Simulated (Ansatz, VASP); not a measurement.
Si in VASP and in Ansatz

```xyz
2
Lattice="0.0000 2.7167 2.7167 2.7167 0.0000 2.7167 2.7167 2.7167 0.0000" Properties=species:S:1:pos:R:3 pbc="T T T"
Si    4.0750    4.0750    4.0750
Si    2.7167    2.7167    2.7167
```

Alike in both runs: functional PBEsol; k mesh 12 × 12 × 12; occupations gaussian, width 0.02 eV; no spin polarisation.

Ansatz relaxed the structure, and its values are those at the end. VASP's run is a single point on that final structure, the one shown.

|  | VASP | Ansatz |
| --- | --- | --- |
| version | VASP 6.6.1 | Ansatz 0.2.0 |
| potentials or method | VASP PAW PBE potentials, release 64 (Si) | scalar-relativistic, plane waves, PAW |
| plane-wave cutoff (eV) | 520 | 420 |
| valence electrons in the cell | 8 | 8 |

|  | VASP | Ansatz | Ansatz less VASP |
| --- | --- | --- | --- |
| gap on the k mesh at the Fermi level (eV) | 0.46 | 0.46 | +0.005 |
| pressure (GPa) | 0.1 | 0.0 | -0.10 |

Caveats: the PAW data sets were made with another functional, which shifts forces and pressure a little (VASP).
